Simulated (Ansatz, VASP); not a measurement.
**CuS: VASP beside Ansatz**

Wanted: the spread between two codes on one cell, functional and k mesh. The cell is taken from a series of runs on this material, whose earlier steps may have relaxed, scaled, displaced or heated it; both programs get it as it stands.

Program: Ansatz 0.2.0. Level of theory: plane waves, with VASP 6.6.1 beside it; relaxation of cell and atoms at PBEsol with D3(BJ) and zone-centre phonons at PBEsol with D3(BJ). Results are calculated unless marked as measured.

### Step 1. Starting point

It takes space group F-43m (No. 216, cubic). Conventional cell: a = 5.072 Å, b = 5.072 Å, c = 5.072 Å, α = 90.00°, β = 90.00°, γ = 90.00°. Nearest to Cu lie 4 S at 2.20 Å. S has 4 Cu at 2.20 Å nearest. Farther neighbours and most contacts between anions are not listed.

### Step 2. Ansatz: relaxation of cell and atoms, PBEsol with D3(BJ)

Ansatz runs on its default PAW (the set named soft_2) files.

The relaxed volume is the usual yardstick between codes: in a stiff, nearly cubic crystal its relative difference is about their pressure difference at one cell divided by the bulk modulus.

input.yaml

```yaml
crystal:
  lattice:
    - [0.0, 2.5357983906, 2.5357983906]
    - [2.5357983906, 0.0, 2.5357983906]
    - [2.5357983906, 2.5357983906, 0.0]
  atoms:
    - { symbol: Cu, position: [0.25, 0.25, 0.25] }
    - { symbol: S, position: [0.0, 0.0, 0.0] }
kpoints:
  mp_grid: { grid: [12, 12, 12] }
hamiltonian:
  xc: pbesol
  dispersion: d3bj
scf:
  occupations: { method: methfessel_paxton, width: 0.15 }
output:
  forces: true
  stress: true
  eigenvalues: true
relax:
  adjacent_minimum: "off"
  f_tol: 0.001
  max_steps: 60
  cell: { stress_tol: 0.01 }
```

Command:

```
ansatz run input.yaml --threads 4 --pin off --max-ram 7168MiB --backend cpu --events-out ev --progress --plain --runs-dir out
```

Numbers of over 12 decimals in the logs are rounded to 6 here.

The program printed:

```text
Engine: ansatz 0.2.0, aarch64-unknown-linux-gnu
Pseudopotentials: kind: paw
Pseudopotential: Cu, paw, valence charge 19, recommended cutoff 420 eV (normal), Cu.paw.azcp
Pseudopotential: S, paw, valence charge 6, recommended cutoff 420 eV (normal), S.paw.azcp
Functional definition: PBEsol
  exchange = pbesol_x
  correlation = pbesol_c
Crystal: 2 atoms, lattice volume = 32.612 Å³
Basis set: ecut = 420 eV, 609 PW (Γ), exchange–correlation on 48×48×48 points (8 copies of the dense FFT grid, shifted against one another)
Bands: 17, of which v1, the nominal top of the filled ones, is band 13 counted from 1 (12 counted from 0)
Symmetry: 24 space group operations
Space group: F-43m (ITA 216), of the structure as read, at distance tolerance 3.2e-5 Å
k-points: 72 of 1728 (time reversal used)
Non-local potential: Cu, projectors of the file, l = 0: 3, l = 1: 2, l = 2: 3, l = 3: 1
Non-local potential: S, projectors of the file, l = 0: 2, l = 1: 2, l = 2: 2
PAW form: soft (Blöchl's): semilocal exchange-correlation on the pseudo side does not see the compensation charge
PAW frozen core: Cu, regenerated for the run's functional, and the local potential with it (the file was generated under x = pbe(κ = 0.804, μ = 0.219515), c = pbe(β = 0.066725))
PAW frozen core: S, regenerated for the run's functional, and the local potential with it (the file was generated under x = pbe(κ = 0.804, μ = 0.219515), c = pbe(β = 0.066725))
PAW one-centre angular grid: Cu, 590 points (default); XC on 64 Gauss nodes
PAW one-centre angular grid: S, 110 points (default); XC on 64 Gauss nodes
Initial density: superposition of atomic densities (neutral atoms: chi_scale 0, normalization atom), corrected by the library's trained network
Initial wavefunctions: pseudopotential atomic-orbital guess
Functional: x = pbesol(κ = 0.804, μ = 0.123457), c = pbesol(β = 0.046)
SCF iter   1: F=—  HF=-7474.767568 eV  |F-HF|=—  |Δ(HF+E_count)|=         —  Δρ=1.17e-2  dr2=2.76e-2  ethr=1.77e-3  ⟨swp⟩=5.1  Hψ=6146  notcnv=0
preconditioner: auto → LDOS  [metal: Δε(μ)=0.029 eV  Ē_g=11.218 eV  σ=0.150 eV  W_gap=0.16  n_scr=14 (ndim 8)  ℏωp=26.8 eV  f_vac=0.039  D(μ)=1.34/eV (n_scr^D=14)  β→1.0]
SCF iter   2: F=—  HF=-7474.771842 eV  |F-HF|=—  |Δ(HF+E_count)|=   4.27e-3  S|Δr|=    0.00e0  Δρ=1.48e-2  dr2=3.61e-2  ethr=1.11e-4  ⟨swp⟩=2.0  Hψ=2992  notcnv=0  defer=7
SCF iter   3: F=—  HF=-7474.760698 eV  |F-HF|=—  |Δ(HF+E_count)|=   1.11e-2  S|Δr|=    0.00e0  Δρ=2.88e-3  dr2=1.59e-3  ethr=1.11e-4  ⟨swp⟩=2.0  Hψ=2232  notcnv=0  defer=7
SCF iter   4: F=—  HF=-7474.760341 eV  |F-HF|=—  |Δ(HF+E_count)|=   3.57e-4  S|Δr|=    0.00e0  Δρ=8.16e-4  dr2=1.32e-4  ethr=6.38e-6  ⟨swp⟩=2.5  Hψ=1753  notcnv=0  defer=7
SCF iter   5: F=—  HF=-7474.760311 eV  |F-HF|=—  |Δ(HF+E_count)|=   3.05e-5  S|Δr|=    0.00e0  Δρ=1.31e-4  dr2=4.10e-6  ethr=5.29e-7  ⟨swp⟩=2.5  Hψ=1734  notcnv=0  defer=7
SCF iter   6: F=—  HF=-7474.760295 eV  |F-HF|=—  |Δ(HF+E_count)|=   1.55e-5  S|Δr|=    0.00e0  Δρ=3.01e-5  dr2=1.87e-7  ethr=1.64e-8  ⟨swp⟩=2.3  Hψ=1551  notcnv=0  defer=7
SCF iter   7: F=-7474.760295 eV  HF=-7474.760295 eV  |F-HF|=8.56e-9  |Δ(HF+E_count)|=   2.53e-8  S|Δr|=    0.00e0  Δρ=6.29e-6  dr2=9.24e-9  ethr=4.00e-10  ⟨swp⟩=4.6  Hψ=4167  notcnv=0
SCF 1 converged in 7 iterations: F = -7474.760295 eV  dr2 = 9.24e-9
  greatest PAW one-centre occupation: 1.000 electrons in one spin orbital (limit 2), on the Cu atom at site 0 (counted from 0), in its partial waves of l = 0
relax step   1: F+E_penalty+E_count = -7474.76029524 eV  Δ(F+E_penalty+E_count) = +0.000e0 eV  max|allowed force component| = 5.435e-17 eV/Å  Δτ_max = 0.0000 Å  P = -0.027 GPa  Ω = 32.612 Å³  (7 SCF iters, dr2 threshold 1.00e-7 eV, accepted)
[...]
relax step   2: F+E_penalty+E_count = -7474.76029710 eV  Δ(F+E_penalty+E_count) = -1.862e-6 eV  max|allowed force component| = 2.718e-17 eV/Å  Δτ_max = 0.0000 Å  P = -0.012 GPa  Ω = 32.607 Å³  energy of the carried Pulay correction = +1.321e-6 eV  (4 SCF iters, dr2 threshold 1.84e-9 eV, accepted)
[...]
relax step   3: F+E_penalty+E_count = -7474.76029836 eV  Δ(F+E_penalty+E_count) = -1.267e-6 eV  max|allowed force component| = 1.099e-17 eV/Å  Δτ_max = 0.0000 Å  P = -0.000 GPa  Ω = 32.604 Å³  energy of the carried Pulay correction = +2.440e-6 eV  (5 SCF iters, dr2 threshold 3.86e-10 eV, accepted)
[...]
relax step   4: F+E_penalty+E_count = -7474.76029836 eV  Δ(F+E_penalty+E_count) = -7.276e-12 eV  max|allowed force component| = 2.255e-17 eV/Å  Δτ_max = 0.0000 Å  P = -0.001 GPa  Ω = 32.604 Å³  stress off target by 5.37e-4 GPa  SCF on the basis re-selected at this cell (its energy is not comparable with the rows above)  (8 SCF iters)
basis re-selected at this cell: Δ(F+E_penalty+E_count) = -7.276e-12 eV, ΔP = -0.000 GPa vs the last step (what re-selecting the basis moved, of the pressure what is left beyond the Pulay correction that the steps carried, after the strain that the cell walked since its last selection, with what the two solves' SCF thresholds leave and, on support functions, any second-order correction that the steps lacked; it is no  [...]
SCF converged after 8 iterations
Stability not checked: this state was not tested for a lower state beside it, because cold or Methfessel-Paxton smearing, or corrected tetrahedra, fill the levels in a way that the test cannot read (fill_not_monotonic; see scf.lower_state_search)
Free energy (F): -7474.760298 eV
Harris-Foulkes:  -7474.760298 eV  (|F-HF|=9.09e-13)
Internal energy: -7474.761121 eV  (E = F + TS)
E sigma→0 (E₀):  -7474.760504 eV
Entropy (-TS):   0.000823 eV (0.411 meV/atom)
Fermi energy:    9.209991 eV
--- Per-component energies (eV) ---
  E_band       = -487.787288
  E_kinetic    = 406.884214
  E_local      = -5463.962591  (includes V_loc(G=0)·N_el)
  E_nonlocal   = 417.882565
  E_hartree    = 2401.726744
  E_xc         = -185.527807
  E_vxc        = -203.311913  (∫ρ·V_xc dr)
  E_paw        = -2207.560381  (= ΣΔE_a)
  E_vpaw       = -448.733380  (= ΣTr[D̂ρ^β])
  E_aug_tail   = 0.000300  (compensation charges beyond the density's cutoff)
  E_ewald      = -2843.810154
  E_disp       = -0.662162  (pairwise vdW)
  E_core_change = 0.268151  (= ΣΔE_core)
  E_smearing   = 0.000823  (= −TS)
  E_closure    = -0.000000  (closes the sum)
  Σ components = -7474.760298   (vs F -7474.760298, Δ=0.00e0)
--- Forces (eV/Å), atoms counted from 1 ---
  atom   1  Cu    -0.00000000    -0.00000000    -0.00000000
  atom   2  S      0.00000000    -0.00000000    -0.00000000
  max |Σ_I F_I| component: 1.04e-16 eV/Å
--- Stress (GPa, compression-positive) ---
       -0.000537       0.000000       0.000000
        0.000000      -0.000537       0.000000
        0.000000       0.000000      -0.000537
  P = ⅓ Tr σ = -0.0005 GPa (-0.005 kbar)
--- Band table (eV; the first three rows and the last of 72) ---
  k-point 0: bands = [... 9 lower, 6.3412, 10.6051, 10.6051, 10.6051, 12.8706, 16.3205, 16.3205, 16.3205]
  k-point 1: bands = [... 9 lower, 6.3361, 10.0668, 10.5083, 10.5083, 13.2970, 16.3000, 16.4738, 16.4738]
  k-point 2: bands = [... 9 lower, 6.3279, 9.0517, 10.2596, 10.2596, 13.8827, 16.4887, 16.8184, 16.8184]
  k-point 71: bands = [... 9 lower, 6.4094, 6.6372, 6.9683, 7.8900, 15.5861, 17.1034, 17.9573, 18.2255]
--- Relaxed structure (3 steps of the walk, 3 accepted, 1 SCFs on fresh bases) ---
  F+E_penalty+E_count = -7474.76029836 eV   max|allowed force component| = 2.255e-17 eV/Å   (the final SCF, on the basis selected at the relaxed cell)
  cell:  # Å, volume = 32.6037 Å³
    - [0, 2.535590, 2.535590]
    - [2.535590, 0, 2.535590]
    - [2.535590, 2.535590, 0]
  atoms:
    - { symbol: Cu, position: [0.25, 0.25, 0.25] }
    - { symbol: S, position: [0, 0, 0] }
```

The column dr2 measures how far the density is from self-consistency, as an energy; F and HF (Harris–Foulkes) agree once it is small.

### Step 3. VASP: relaxation of cell and atoms, PBEsol with D3(BJ)

The same cell, functional, mesh and smearing now go to VASP, with its own data sets.

Lines of VASP's logs that name or quote its potential files are left out, and so is its time.

INCAR

```
SYSTEM = CuS
PREC = Accurate
ENCUT = 600
EDIFF = 1E-07
NELM = 120
ISMEAR = 1
SIGMA = 0.15
LREAL = .FALSE.
ALGO = Normal
GGA = PS
IVDW = 12
NBANDS = 14
LASPH = .TRUE.
LORBIT = 11
LWAVE = .FALSE.
LCHARG = .FALSE.
ISIF = 3
IBRION = 2
NSW = 80
EDIFFG = -0.005
GGA_COMPAT = .FALSE.
NELMIN = 4
KPAR = 2
```

POSCAR

```
CuS
1.0
    0.0000000000      2.5357980000      2.5357980000
    2.5357980000      0.0000000000      2.5357980000
    2.5357980000      2.5357980000      0.0000000000
Cu S
1 1
Direct
    0.2500000000      0.2500000000      0.2500000000
    0.0000000000      0.0000000000      0.0000000000
```

KPOINTS

```
Automatic mesh
0
Gamma
12 12 12
0 0 0
```

Potentials, in the order of the species: Cu and S (PBE family, release 64).

Command:

```
mpirun -np 2 vasp_std
```

The program printed:

```text
[banner, memory and clock lines left out]
running    2 mpi-ranks, on    1 nodes
 distrk:  each k-point on    1 cores,    2 groups
 distr:  one band on    1 cores,    1 groups

 POSCAR found type information on POSCAR CuS
 POSCAR found :  2 types and       2 ions
|                                                                             |
|               ----> ADVICE to this user running VASP <----                  |
|                                                                             |
|     You enforced a specific xc type in the INCAR file but a different       |
|     [... a line on the potential file left out ...]
|     I HOPE YOU KNOW WHAT YOU ARE DOING!                                     |
|                                                                             |

 LDA part: xc-table for (Slater+PW92), standard interpolation
 POSCAR, INCAR and KPOINTS ok, starting setup
 FFT: planning ... GRIDC
 FFT: planning ... GRID_SOFT
 FFT: planning ... GRID
 WAVECAR not read
 entering main loop
       N       E                     dE             d eps       ncg     rms          rms(c)
DAV:   1     0.957111396495E+02    0.95711E+02   -0.82428E+03  2030   0.168E+03
DAV:   2    -0.300801908427E+01   -0.98719E+02   -0.90061E+02  2088   0.291E+02
DAV:   3    -0.108902710475E+02   -0.78823E+01   -0.75344E+01  2718   0.815E+01
DAV:   4    -0.111161881273E+02   -0.22592E+00   -0.22556E+00  2218   0.127E+01
DAV:   5    -0.111238629138E+02   -0.76748E-02   -0.76730E-02  2910   0.262E+00    0.126E+01
DAV:   6    -0.111727483517E+02   -0.48885E-01   -0.27552E+01  2100   0.168E+02    0.103E+01
DAV:   7    -0.910582111475E+01    0.20669E+01   -0.69528E+00  2448   0.972E+01    0.303E+00
DAV:   8    -0.913048680840E+01   -0.24666E-01   -0.54876E-01  3038   0.179E+01    0.167E+00
DAV:   9    -0.910487694212E+01    0.25610E-01   -0.11635E-01  2854   0.114E+01    0.353E-01
DAV:  10    -0.910538335362E+01   -0.50641E-03   -0.60637E-03  2772   0.872E-01    0.282E-01
DAV:  11    -0.910543757951E+01   -0.54226E-04   -0.21611E-04  2970   0.367E-01    0.145E-01
DAV:  12    -0.910539894643E+01    0.38633E-04   -0.41297E-04  2520   0.715E-01    0.108E-01
DAV:  13    -0.910537893087E+01    0.20016E-04   -0.23741E-05  3168   0.127E-01    0.758E-02
DAV:  14    -0.910537957709E+01   -0.64622E-06   -0.21863E-06  2442   0.116E-02    0.789E-02
DAV:  15    -0.910536648007E+01    0.13097E-04   -0.12118E-05  2872   0.879E-02    0.560E-02
DAV:  16    -0.910536382134E+01    0.26587E-05   -0.82954E-06  3218   0.564E-02    0.335E-02
DAV:  17    -0.910536345988E+01    0.36146E-06   -0.28857E-06  3154   0.426E-02    0.154E-02
DAV:  18    -0.910536343665E+01    0.23234E-07   -0.38967E-07  2018   0.609E-03
   1 F= -.97671875E+01 E0= -.97674622E+01  d E =-.976719E+01
 curvature:   0.00 expect dE= 0.000E+00 dE for cont linesearch  0.000E+00
 trial: gam= 0.00000 g(F)=  0.845E-45 g(S)=  0.256E-03 ort = 0.000E+00 (trialstep = 0.100E+01)
 search vector abs. value=  0.256E-03
 bond charge predicted
       N       E                     dE             d eps       ncg     rms          rms(c)
DAV:   1    -0.911310207019E+01   -0.77386E-02   -0.66330E-02  2046   0.737E+00    0.570E-01
DAV:   2    -0.911148472535E+01    0.16173E-02   -0.44802E-02  2328   0.808E+00    0.348E-01
DAV:   3    -0.910847334471E+01    0.30114E-02   -0.12017E-02  2316   0.422E+00    0.113E-01
DAV:   4    -0.910829832431E+01    0.17502E-03   -0.59912E-04  2642   0.409E-01    0.461E-02
DAV:   5    -0.910828315270E+01    0.15172E-04   -0.35117E-05  3054   0.109E-01    0.183E-02
DAV:   6    -0.910827742139E+01    0.57313E-05   -0.64025E-06  3162   0.534E-02    0.488E-03
DAV:   7    -0.910827757994E+01   -0.15856E-06   -0.49317E-07  2214   0.788E-03    0.520E-03
DAV:   8    -0.910827787713E+01   -0.29718E-06   -0.10078E-07  1182   0.756E-03    0.381E-03
DAV:   9    -0.910827766258E+01    0.21455E-06   -0.89328E-08  1152   0.751E-03    0.441E-04
DAV:  10    -0.910827766254E+01    0.39108E-10   -0.27966E-08  1104   0.122E-03
   2 F= -.97672757E+01 E0= -.97675493E+01  d E =-.882648E-04
 trial-energy change:   -0.000088  1 .order   -0.000074   -0.000256    0.000107
 step:   0.7481(harm=  0.7048)  dis= 0.00000  next Energy=    -9.767289 (dE=-0.102E-03)
 bond charge predicted
       N       E                     dE             d eps       ncg     rms          rms(c)
DAV:   1    -0.910788874268E+01    0.38892E-03   -0.41862E-03  2058   0.185E+00    0.144E-01
DAV:   2    -0.910779053007E+01    0.98213E-04   -0.28865E-03  2316   0.204E+00    0.886E-02
DAV:   3    -0.910759374556E+01    0.19678E-03   -0.77552E-04  2334   0.108E+00    0.280E-02
DAV:   4    -0.910758336407E+01    0.10381E-04   -0.37592E-05  2662   0.952E-02    0.119E-02
DAV:   5    -0.910758270219E+01    0.66188E-06   -0.21546E-06  3054   0.320E-02    0.465E-03
DAV:   6    -0.910758261116E+01    0.91027E-07   -0.49445E-07  2830   0.125E-02
   3 F= -.97672910E+01 E0= -.97675649E+01  d E =-.103489E-03
 curvature:  -0.34 expect dE=-0.257E-06 dE for cont linesearch -0.257E-06
 trial: gam= 0.00000 g(F)=  0.145E-45 g(S)=  0.745E-06 ort =-0.138E-04 (trialstep = 0.950E+00)
 search vector abs. value=  0.746E-06
 reached required accuracy - stopping structural energy minimisation
```

From OUTCAR (step 3):

```text
ion  position               nearest neighbor table
   1  0.250  0.250  0.250-   2 2.20   2 2.20   2 2.20   2 2.20
   2  0.000  0.000  0.000-   1 2.20   1 2.20   1 2.20   1 2.20

  LATTYP: Found a face centered cubic cell.
 ALAT       =     5.0715960000

 Subroutine GETGRP returns: Found 24 space group operations
 (whereof 24 operations were pure point group operations)

The static configuration has the point symmetry T_d .

 Found     72 irreducible k-points:

   k-points           NKPTS =     72   k-points in BZ     NKDIM =     72   number of bands    NBANDS=     14

   dimension x,y,z NGX =    30 NGY =   30 NGZ =   30
   dimension x,y,z NGXF=    60 NGYF=   60 NGZF=   60

   ENCUT  =  600.0 eV  44.10 Ry    6.64 a.u.   7.16  7.16  7.16*2*pi/ulx,y,z

   NELECT =      17.0000    total number of electrons

 k-points in reciprocal lattice and weights: Automatic mesh
   0.00000000  0.00000000  0.00000000       0.001
   0.08333333  0.00000000  0.00000000       0.005
   0.16666667  0.00000000  0.00000000       0.005
   0.25000000  0.00000000  0.00000000       0.005
   0.33333333  0.00000000  0.00000000       0.005
   0.41666667  0.00000000  0.00000000       0.005
   0.50000000  0.00000000  0.00000000       0.002
   0.08333333  0.08333333  0.00000000       0.003
   0.16666667  0.08333333  0.00000000       0.014
[...]
-0.33333333  0.50000000  0.16666667       0.007
  -0.25000000  0.50000000  0.25000000       0.003

 Edisp (eV)   -0.65900

 average (electrostatic) potential at core
       1 -66.0633       2 -86.5394

 E-fermi :   5.0698

 k-point     1 :       0.0000    0.0000    0.0000
  band No.  band energies     occupation
    ...
      2       0.5123      2.00000
      3       0.5123      2.00000
      4       0.5123      2.00000
      5       2.2055      2.00000
      6       2.2055      2.00000
      7       6.4480     -0.00000
      8       6.4480     -0.00000
      9       6.4480     -0.00000
     10       8.7580      0.00000
     11      12.2994      0.00000
    ...

 k-point     2 :       0.0833    0.0000    0.0000
  band No.  band energies     occupation
    ...
      2       0.4360      2.00000
      3       0.5302      2.00000
      4       0.5302      2.00000
      5       2.2004      2.00000
      6       2.2004      2.00000
      7       5.9155     -0.00000
      8       6.3529     -0.00000
      9       6.3529     -0.00000
     10       9.1827      0.00000
     11      12.2693      0.00000
    ...

 k-point     3 :       0.1667    0.0000    0.0000
  band No.  band energies     occupation
    ...
      3       0.5774      2.00000
      4       0.5774      2.00000
      5       2.1924      2.00000
      6       2.1924      2.00000
      7       4.9057      2.06466
      8       6.1080     -0.00000
      9       6.1080     -0.00000
     10       9.7775      0.00000
     11      12.4322      0.00000
     12      12.7974      0.00000
    ...

 Edisp (eV)   -0.65971

  Total      -0.00321    -0.00321    -0.00321    -0.00000    -0.00000     0.00000
  in kB      -0.15718    -0.15718    -0.15718    -0.00000    -0.00000     0.00000
  external pressure =       -0.16 kB  Pullay stress =        0.00 kB

  energy-cutoff  :      600.00
  volume of cell :       32.72
      direct lattice vectors                 reciprocal lattice vectors
    -0.000000000  2.538519095  2.538519095    -0.196965231  0.196965231  0.196965231
     2.538519095 -0.000000000  2.538519095     0.196965231 -0.196965231  0.196965231
     2.538519095  2.538519095 -0.000000000     0.196965231  0.196965231 -0.196965231

 POSITION                                       TOTAL-FORCE (eV/Angst)
 -----------------------------------------------------------------------------------
      1.26926      1.26926      1.26926         0.000000      0.000000      0.000000
      0.00000      0.00000      0.00000        -0.000000     -0.000000     -0.000000
 -----------------------------------------------------------------------------------
    total drift:                                0.000001      0.000001      0.000000

  FREE ENERGIE OF THE ION-ELECTRON SYSTEM (eV)
  ---------------------------------------------------
  free  energy   TOTEN  =        -9.7672909711 eV

  energy  without entropy=       -9.7681126228  energy(sigma->0) =       -9.76756486

 reached required accuracy - stopping structural energy minimisation

 total charge
# of ion       s       p       d       tot
------------------------------------------
    1        0.465   0.503   9.138  10.106
    2        1.325   2.355   0.000   3.681
--------------------------------------------------
tot          1.790   2.858   9.138  13.786

[... 3 further parts left out ...]
```

This run has no spin polarisation, so a moment on Cu, if there is one, isn't seen. Its electron count is odd, so without a moment it is a metal by construction. The run keeps the 24 symmetry operations of its start, so it cannot find a distortion of lower symmetry.

### Step 4. Differences

Known differences besides the potentials themselves: the data sets hold 25 valence electrons in Ansatz (on its default PAW (the set named soft_2) files) and 17 in VASP; the cutoff is 420 eV in Ansatz and 600 eV in VASP; Ansatz makes its cores anew for this functional, VASP keeps those of its PBE data sets; Ansatz adds a Pulay correction to the stress that steers its cell, VASP none. Total energies have different zeros and are not compared.

The two programs side by side:

| quantity | Ansatz | VASP | difference |
| --- | --- | --- | --- |
| volume (Å³) | 32.60 | 32.72 | -0.35 % |
| edge a after relaxation, in the typed setting (Å) | 3.586 | 3.590 | -0.11 % |

(Continued in part 2 of 2.)

[Lines on the potential files, build, host, timing and source positions are cut from VASP's logs without a mark.]

[Logs are printed without paths, hosts, clocks, repeated set-up lines and the standing remarks that a program may print on its own settings, such as how far it seeks lower states.]

[Hosts, paths, dates, database ids (printed as entryN), source tags and the programs' standing remarks are cut or masked in the printed files.]
